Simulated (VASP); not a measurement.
A convergence study with VASP on CsCl (CsCl type): one setting is varied, all else stays as given below, so the limit is that of these other settings.

```xyz
2
Lattice="4.1200 0.0000 0.0000 0.0000 4.1200 0.0000 0.0000 0.0000 4.1200" Properties=species:S:1:pos:R:3 pbc="T T T"
Cs     0.0000     0.0000     0.0000
Cl     2.0600     2.0600     2.0600
```

Computed with PBE GGA, VASP's PBE PAW potentials (set 64) (plane waves; VASP). The tightest run used: 550 eV cut-off, 15×15×15 Γ-centred mesh, Gaussian smearing of 0.050 eV, potentials Cs_sv Cl.

Task: The settings run are 1×1×1 mesh; 2×2×2 mesh; 3×3×3 mesh; 4×4×4 mesh; 5×5×5 mesh; 6×6×6 mesh; 7×7×7 mesh; 8×8×8 mesh; 9×9×9 mesh; 10×10×10 mesh; 11×11×11 mesh; 12×12×12 mesh; 13×13×13 mesh; 14×14×14 mesh; 15×15×15 mesh. From which on does the energy per atom stay within 0.002 eV/atom of the tightest run?

Result: From 4×4×4 mesh on: it is off by 0.0002 there and by no more than 0.002 in any finer run, while 3×3×3 mesh is off by 0.0029.
| setting | E (eV/atom) | pressure (GPa) | irreducible k-points | difference judged (eV/atom) |
|---|---|---|---|---|
| 1×1×1 mesh | -1.1177 | 21.08 | 1 | 2.1453 |
| 2×2×2 mesh | -3.1992 | 1.99 | 4 | 0.0638 |
| 3×3×3 mesh | -3.2602 | 1.13 | 4 | 0.0029 |
| 4×4×4 mesh | -3.2628 | 1.09 | 10 | 0.0002 |
| 5×5×5 mesh | -3.2630 | 1.09 | 10 | 0.0000 |
| 6×6×6 mesh | -3.2630 | 1.09 | 20 | 0.0000 |
| 7×7×7 mesh | -3.2630 | 1.09 | 20 | 0.0000 |
| 8×8×8 mesh | -3.2630 | 1.09 | 35 | 0.0000 |
| 9×9×9 mesh | -3.2630 | 1.09 | 35 | 0.0000 |
| 10×10×10 mesh | -3.2630 | 1.09 | 56 | 0.0000 |
| 11×11×11 mesh | -3.2630 | 1.09 | 56 | 0.0000 |
| 12×12×12 mesh | -3.2630 | 1.09 | 84 | 0.0000 |
| 13×13×13 mesh | -3.2630 | 1.09 | 84 | 0.0000 |
| 14×14×14 mesh | -3.2630 | 1.09 | 120 | 0.0000 |
| 15×15×15 mesh | -3.2630 | 1.09 | 120 | 0.0000 |

Left out are rungs that failed or repeat a setting and relaxations that didn't move; long series are thinned to 24 rows.

The compound is CsCl in the CsCl type structure. The cell was not relaxed at this level.
